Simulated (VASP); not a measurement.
A convergence study with VASP on TaC (rock salt): one setting is varied, all else stays as given below, so the limit is that of these other settings.

```yaml
crystal:
  lattice:
    - [0.00000, 2.23000, 2.23000]
    - [2.23000, 0.00000, 2.23000]
    - [2.23000, 2.23000, 0.00000]
  atoms:
    - { symbol: Ta, position: [0.00000, 0.00000, 0.00000] }
    - { symbol: C, position: [0.50000, 0.50000, 0.50000] }
```

The numbers are results of PBEsol GGA, VASP's PBE PAW potentials (set 64) (plane waves; VASP), not measurements. The tightest run used: 700 eV cut-off, 24×24×24 Γ-centred mesh, tetrahedra with Blöchl corrections, potentials Ta_pv C.

```csv
setting,E (eV/atom),pressure (GPa),irreducible k-points
3×3×3 mesh,-11.6790,-0.39,4
4×4×4 mesh,-11.7839,-3.87,8
5×5×5 mesh,-11.7619,-4.00,10
```

**Question.** These are the cheaper rows. Estimate the results at 24×24×24 mesh, and how far the last row shown lies from them.

**Answer.** 
```
quantity        tightest run  last row shown is off by
--------------  ------------  ------------------------
E (eV/atom)         -11.7614                   -0.0004
pressure (GPa)         -3.89                     -0.11
```

Left out are rungs that failed or repeat a setting and relaxations that didn't move; long series are thinned to 24 rows.

The compound is TaC in the rock salt structure. The cell was not relaxed at this level. The electron count is odd and the run is not spin-polarised, which forces a metal.
